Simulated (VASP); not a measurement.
# YSe: formation energy of Se on the Y site, part 4 of 5

How easily does Se on the Y site form in YSe? The host is relaxed first, then a supercell is run with and without the defect. The start is a cell from a database of measured crystal structures.

VASP 6.6.1, plane waves and PAW; the level of theory is named at each step.

So far. Step 5 (Reference Y): The run ended after 8 ionic steps, 0.030 eV below its first step, once forces and stress met EDIFFG = -0.02. Step 5 (Reference Y): Energy at zero smearing: -13.62051 eV.

**6. Relaxing the defect**

This step: PBEsol; plane waves and PAW (Se, Y_sv) (VASP 6.6.1).

System of this step: Y11Se13. The cell holds 24 atoms: 13 Se and 11 Y. Cell: a = 8.047 Å, b = 8.047 Å, c = 12.071 Å, α = 60.0°, β = 60.0°, γ = 60.0°. It derives from YSe. Nearest the centre at fractional (0.250, 0.250, 0.167): Se1 at 0.00 Å, Se6 at 2.85 Å, Se9 at 2.85 Å, Se11 at 2.85 Å, Se3 at 2.85 Å, Se5 at 2.85 Å, Se8 at 2.85 Å, Y19 at 4.02 Å.

The host is treated as a metal, since its gap is under 0.3 eV or closed. The run keeps 4 symmetry operations, which cuts the number of k-points but bars distortions that break them. The atoms relax at the host's fixed cell.

Contents of INCAR:

```
SYSTEM = Y11Se13
PREC = Normal
ENCUT = 300
EDIFF = 1E-05
NELM = 120
ISMEAR = 1
SIGMA = 0.2
LREAL = Auto
ALGO = Fast
GGA = PS
NBANDS = 123
LORBIT = 11
LWAVE = .FALSE.
LCHARG = .TRUE.
KPAR = 4
IBRION = 2
NSW = 50
ISIF = 2
EDIFFG = -0.03
POTIM = 0.4
MAXMIX = 40
ISYM = 2
```

Contents of POSCAR:

```
Y11Se13
1.0
    0.0000000000      5.6901597062      5.6901597062
    5.6901597062      0.0000000000      5.6901597062
    8.5352395593      8.5352395593      0.0000000000
Se Y
13 11
Direct
    0.2500000000      0.2500000000      0.1666666700
    0.0000000000      0.0000000000      0.0000000000
    0.0000000000      0.0000000000      0.3333333300
    0.0000000000      0.0000000000      0.6666666700
    0.0000000000      0.5000000000      0.0000000000
    0.0000000000      0.5000000000      0.3333333300
    0.0000000000      0.5000000000      0.6666666700
    0.5000000000      0.0000000000      0.0000000000
    0.5000000000      0.0000000000      0.3333333300
    0.5000000000      0.0000000000      0.6666666700
    0.5000000000      0.5000000000      0.0000000000
    0.5000000000      0.5000000000      0.3333333300
    0.5000000000      0.5000000000      0.6666666700
    0.2500000000      0.2500000000      0.5000000000
    0.2500000000      0.2500000000      0.8333333300
    0.2500000000      0.7500000000      0.1666666700
    0.2500000000      0.7500000000      0.5000000000
    0.2500000000      0.7500000000      0.8333333300
    0.7500000000      0.2500000000      0.1666666700
    0.7500000000      0.2500000000      0.5000000000
    0.7500000000      0.2500000000      0.8333333300
    0.7500000000      0.7500000000      0.1666666700
    0.7500000000      0.7500000000      0.5000000000
    0.7500000000      0.7500000000      0.8333333300
```

Contents of KPOINTS:

```
Automatic mesh
0
Gamma
4 4 3
0 0 0
```

The projector-augmented-wave data sets are Se and Y_sv (PBE family, release 64).

Launch:

```console
$ mpirun -np 4 vasp_std
```

Log:

```text
[banner, memory and clock lines left out]
running    4 mpi-ranks, on    1 nodes
 distrk:  each k-point on    1 cores,    4 groups
 distr:  one band on    1 cores,    1 groups

 POSCAR found type information on POSCAR SeY
 POSCAR found :  2 types and      24 ions
 [... a notice as in an earlier step ...]

 LDA part: xc-table for (Slater+PW92), standard interpolation
 [... a notice as in an earlier step ...]

 POSCAR, INCAR and KPOINTS ok, starting setup
 FFT: planning ... GRIDC
 FFT: planning ... GRID_SOFT
 FFT: planning ... GRID
 WAVECAR not read
 entering main loop
       N       E                     dE             d eps       ncg     rms          rms(c)
DAV:   1     0.106834533344E+04    0.10683E+04   -0.68182E+04  4182   0.102E+03
DAV:   2    -0.519598483019E+02   -0.11203E+04   -0.10740E+04  4930   0.297E+02
DAV:   3    -0.163470689726E+03   -0.11151E+03   -0.10982E+03  5573   0.720E+01
DAV:   4    -0.172753268082E+03   -0.92826E+01   -0.92514E+01  6412   0.182E+01
DAV:   5    -0.173262061265E+03   -0.50879E+00   -0.50848E+00  5620   0.394E+00    0.878E+01
RMM:   6    -0.166601039832E+03    0.66610E+01   -0.17191E+01  4634   0.723E+00    0.595E+01
RMM:   7    -0.177238937787E+03   -0.10638E+02   -0.60491E+01  5968   0.948E+00    0.307E+01
RMM:   8    -0.171390327128E+03    0.58486E+01   -0.60605E+00  5299   0.433E+00    0.110E+01
RMM:   9    -0.164723012662E+03    0.66673E+01   -0.13116E+01  5460   0.403E+00    0.592E+00
RMM:  10    -0.164680999017E+03    0.42014E-01   -0.17292E+00  5446   0.217E+00    0.394E+00
RMM:  11    -0.164795283838E+03   -0.11428E+00   -0.97810E-01  5531   0.134E+00    0.396E+00
RMM:  12    -0.164573301221E+03    0.22198E+00   -0.26196E-01  5697   0.902E-01    0.932E-01
WARNING in EDDRMM: call to ZHEGV failed, returncode =   6  3     89
RMM:  13    -0.164597910994E+03   -0.24610E-01   -0.14410E-01  6322   0.599E-01    0.151E+00
RMM:  14    -0.164635779719E+03   -0.37869E-01   -0.12243E-01  5563   0.437E-01    0.177E+00
RMM:  15    -0.164616231436E+03    0.19548E-01   -0.28241E-02  7088   0.224E-01    0.136E+00
RMM:  16    -0.164612094328E+03    0.41371E-02   -0.11650E-02  7276   0.126E-01    0.127E+00
WARNING in EDDRMM: call to ZHEGV failed, returncode =   8  4     94
RMM:  17    -0.164592629330E+03    0.19465E-01   -0.86088E-03  6566   0.127E-01    0.714E-01
WARNING in EDDRMM: call to ZHEGV failed, returncode =   8  4     49
WARNING in EDDRMM: call to ZHEGV failed, returncode =   8  4     96
RMM:  18    -0.164585515255E+03    0.71141E-02   -0.13496E-02  6537   0.113E-01    0.106E-01
RMM:  19    -0.164585749645E+03   -0.23439E-03   -0.33616E-03  6765   0.584E-02    0.962E-02
WARNING in EDDRMM: call to ZHEGV failed, returncode =   6  3     33
WARNING in EDDRMM: call to ZHEGV failed, returncode =   6  3     27
RMM:  20    -0.164585864889E+03   -0.11524E-03   -0.14982E-03  5650   0.328E-02    0.914E-02
RMM:  21    -0.164585970449E+03   -0.10556E-03   -0.67569E-04  5242   0.218E-02    0.108E-01
RMM:  22    -0.164585917213E+03    0.53237E-04   -0.28011E-04  4527   0.157E-02    0.891E-02
WARNING in EDDRMM: call to ZHEGV failed, returncode =   6  3     61
WARNING in EDDRMM: call to ZHEGV failed, returncode =   6  3     53
RMM:  23    -0.164585970649E+03   -0.53436E-04   -0.18668E-04  4382   0.148E-02    0.964E-02
WARNING in EDDRMM: call to ZHEGV failed, returncode =   6  3     63
RMM:  24    -0.164585925235E+03    0.45414E-04   -0.96206E-05  3797   0.118E-02    0.113E-01
RMM:  25    -0.164585922586E+03    0.26484E-05   -0.58638E-05  3318   0.974E-03
   1 F= -.16458592E+03 E0= -.16456935E+03  d E =-.164586E+03
 curvature:   0.00 expect dE= 0.000E+00 dE for cont linesearch  0.000E+00
 trial: gam= 0.00000 g(F)=  0.623E-01 g(S)=  0.000E+00 ort = 0.000E+00 (trialstep = 0.100E+01)
 search vector abs. value=  0.623E-01
 bond charge predicted
       N       E                     dE             d eps       ncg     rms          rms(c)
DAV:   1    -0.164627082913E+03   -0.41158E-01   -0.34732E+00  5236   0.431E+00    0.968E-01
RMM:   2    -0.164665948839E+03   -0.38866E-01   -0.23936E-01  4266   0.101E+00    0.237E+00
RMM:   3    -0.164679170726E+03   -0.13222E-01   -0.36634E-02  5387   0.344E-01    0.173E+00
RMM:   4    -0.164646244222E+03    0.32927E-01   -0.20870E-02  5350   0.207E-01    0.196E+00
RMM:   5    -0.164648249186E+03   -0.20050E-02   -0.74586E-03  5999   0.142E-01    0.263E+00
RMM:   6    -0.164650186820E+03   -0.19376E-02   -0.28140E-03  6053   0.813E-02    0.240E+00
RMM:   7    -0.164648725529E+03    0.14613E-02   -0.81154E-04  6535   0.481E-02    0.248E+00
RMM:   8    -0.164646604327E+03    0.21212E-02   -0.22123E-03  6320   0.106E-01    0.198E+00
WARNING in EDDRMM: call to ZHEGV failed, returncode =   8  4     64
RMM:   9    -0.164648115708E+03   -0.15114E-02   -0.10704E-03  6321   0.465E-02    0.175E+00
RMM:  10    -0.164646165998E+03    0.19497E-02   -0.15182E-03  6565   0.694E-02    0.138E+00
RMM:  11    -0.164647123165E+03   -0.95717E-03   -0.34547E-03  6624   0.117E-01    0.463E-01
RMM:  12    -0.164645846096E+03    0.12771E-02   -0.66066E-04  5880   0.390E-02    0.343E-01
RMM:  13    -0.164645559472E+03    0.28662E-03   -0.50770E-04  5942   0.482E-02    0.232E-01
RMM:  14    -0.164645319590E+03    0.23988E-03   -0.40700E-04  5645   0.380E-02    0.173E-01
WARNING in EDDRMM: call to ZHEGV failed, returncode =   6  3     89
RMM:  15    -0.164645238012E+03    0.81578E-04   -0.16217E-04  5097   0.245E-02    0.835E-02
RMM:  16    -0.164645187539E+03    0.50473E-04   -0.89416E-05  3990   0.137E-02    0.376E-02
RMM:  17    -0.164645177295E+03    0.10243E-04   -0.10960E-04  4138   0.129E-02    0.399E-02
RMM:  18    -0.164645174396E+03    0.28993E-05   -0.10746E-05  2605   0.699E-03
   2 F= -.16464517E+03 E0= -.16462821E+03  d E =-.592518E-01
[... from here on, the cycles between the ionic steps are left out ...]
   3 F= -.16478008E+03 E0= -.16476232E+03  d E =-.194155E+00
[...]
WARNING in EDDRMM: call to ZHEGV failed, returncode =   6  3     30
[...]
WARNING in EDDRMM: call to ZHEGV failed, returncode =   8  4     90
[...]
WARNING in EDDRMM: call to ZHEGV failed, returncode =   6  3     20
[...]
WARNING in EDDRMM: call to ZHEGV failed, returncode =   6  3     35
WARNING in EDDRMM: call to ZHEGV failed, returncode =   6  3     91
   4 F= -.16482065E+03 E0= -.16480628E+03  d E =-.234730E+00
[...]
WARNING in EDDRMM: call to ZHEGV failed, returncode =   6  3     22
WARNING in EDDRMM: call to ZHEGV failed, returncode =   8  4     37
[...]
WARNING in EDDRMM: call to ZHEGV failed, returncode =   8  4     32
WARNING in EDDRMM: call to ZHEGV failed, returncode =   6  3     21
WARNING in EDDRMM: call to ZHEGV failed, returncode =   8  4     49
   5 F= -.16484519E+03 E0= -.16482858E+03  d E =-.259271E+00
[...]
WARNING in EDDRMM: call to ZHEGV failed, returncode =   6  3     93
   6 F= -.16489878E+03 E0= -.16488318E+03  d E =-.535880E-01
[...]
WARNING in EDDRMM: call to ZHEGV failed, returncode =   8  4     33
WARNING in EDDRMM: call to ZHEGV failed, returncode =   8  4     70
WARNING in EDDRMM: call to ZHEGV failed, returncode =   6  3     75
[...]
WARNING in EDDRMM: call to ZHEGV failed, returncode =   8  4     31
WARNING in EDDRMM: call to ZHEGV failed, returncode =   8  4     50
[...]
WARNING in EDDRMM: call to ZHEGV failed, returncode =   6  3    100
   7 F= -.16503212E+03 E0= -.16502050E+03  d E =-.186932E+00
[...]
WARNING in EDDRMM: call to ZHEGV failed, returncode =   6  3     56
   8 F= -.16513708E+03 E0= -.16513428E+03  d E =-.291882E+00
[...]
WARNING in EDDRMM: call to ZHEGV failed, returncode =   6  3     58
[...]
WARNING in EDDRMM: call to ZHEGV failed, returncode =   6  3     22
WARNING in EDDRMM: call to ZHEGV failed, returncode =   6  3     93
   9 F= -.16524375E+03 E0= -.16524536E+03  d E =-.106677E+00
[...]
WARNING in EDDRMM: call to ZHEGV failed, returncode =   8  4     83
  10 F= -.16534578E+03 E0= -.16534800E+03  d E =-.208702E+00
[...]
WARNING in EDDRMM: call to ZHEGV failed, returncode =   8  4     58
[...]
WARNING in EDDRMM: call to ZHEGV failed, returncode =   8  4     73
WARNING in EDDRMM: call to ZHEGV failed, returncode =   8  4     97
  11 F= -.16535824E+03 E0= -.16536365E+03  d E =-.221164E+00
[...]
WARNING in EDDRMM: call to ZHEGV failed, returncode =   6  3     54
[...]
WARNING in EDDRMM: call to ZHEGV failed, returncode =   6  3     15
[...]
WARNING in EDDRMM: call to ZHEGV failed, returncode =   6  3     53
  12 F= -.16550727E+03 E0= -.16551189E+03  d E =-.149027E+00
  13 F= -.16554913E+03 E0= -.16555263E+03  d E =-.190886E+00
[...]
WARNING in EDDRMM: call to ZHEGV failed, returncode =   8  4     45
[...]
WARNING in EDDRMM: call to ZHEGV failed, returncode =   8  4     84
[...]
WARNING in EDDRMM: call to ZHEGV failed, returncode =   8  4     92
[...]
WARNING in EDDRMM: call to ZHEGV failed, returncode =   8  4     54
[...]
WARNING in EDDRMM: call to ZHEGV failed, returncode =   6  3     14
WARNING in EDDRMM: call to ZHEGV failed, returncode =   6  3     63
  14 F= -.16563634E+03 E0= -.16563636E+03  d E =-.872178E-01
  15 F= -.16564114E+03 E0= -.16564026E+03  d E =-.920163E-01
[...]
WARNING in EDDRMM: call to ZHEGV failed, returncode =   6  3     87
[...]
WARNING in EDDRMM: call to ZHEGV failed, returncode =   6  3     48
WARNING in EDDRMM: call to ZHEGV failed, returncode =   8  4     40
[...]
WARNING in EDDRMM: call to ZHEGV failed, returncode =   8  4     27
  16 F= -.16564962E+03 E0= -.16564865E+03  d E =-.847518E-02
[...]
WARNING in EDDRMM: call to ZHEGV failed, returncode =   8  4     34
  17 F= -.16565051E+03 E0= -.16564951E+03  d E =-.936462E-02
[...]
WARNING in EDDRMM: call to ZHEGV failed, returncode =   8  4     70
[...]
WARNING in EDDRMM: call to ZHEGV failed, returncode =   8  4     23
  18 F= -.16565489E+03 E0= -.16565457E+03  d E =-.438418E-02
[...]
WARNING in EDDRMM: call to ZHEGV failed, returncode =   8  4     41
  19 F= -.16565592E+03 E0= -.16565618E+03  d E =-.541340E-02
[...]
WARNING in EDDRMM: call to ZHEGV failed, returncode =   6  3     50
[...]
WARNING in EDDRMM: call to ZHEGV failed, returncode =   6  3     68
  20 F= -.16565736E+03 E0= -.16565787E+03  d E =-.144300E-02
 trial-energy change:   -0.001443  1 .order   -0.001409   -0.003202    0.000384
 step:   2.5584(harm=  2.5584)  dis= 0.00846  next Energy=  -165.657349 (dE=-0.143E-02)
 bond charge predicted
       N       E                     dE             d eps       ncg     rms          rms(c)
DAV:   1    -0.165657329611E+03    0.34392E-04   -0.11518E-02  5324   0.300E-01    0.775E-02
RMM:   2    -0.165657381397E+03   -0.51786E-04   -0.53610E-04  4247   0.557E-02    0.585E-02
RMM:   3    -0.165657384848E+03   -0.34509E-05   -0.52258E-05  4090   0.178E-02
  21 F= -.16565738E+03 E0= -.16565786E+03  d E =-.146500E-02
 curvature:  -2.23 expect dE=-0.394E-03 dE for cont linesearch -0.169E-05
 trial: gam= 0.11484 g(F)=  0.177E-03 g(S)=  0.000E+00 ort = 0.384E-04 (trialstep = 0.280E+01)
 search vector abs. value=  0.211E-03
 reached required accuracy - stopping structural energy minimisation
```

Wall time 47 min (4 MPI ranks of AMD EPYC 7R43, shared host); peak memory 2.1 GiB.

[end of part 4 of 5]

[Lines on the potential files, build, host, timing and source positions are cut from VASP's logs without a mark.]

[Logs are printed without paths, hosts, clocks, repeated set-up lines and the standing remarks that a program may print on its own settings, such as how far it seeks lower states.]

[Hosts, paths, dates, database ids (printed as entryN), source tags and the programs' standing remarks are cut or masked in the printed files.]

[In band tables of VASP the shares of atoms and orbitals are scaled to a sum of 1 inside the atoms' spheres.]

[Runs that stopped without an error message from VASP are left out.]
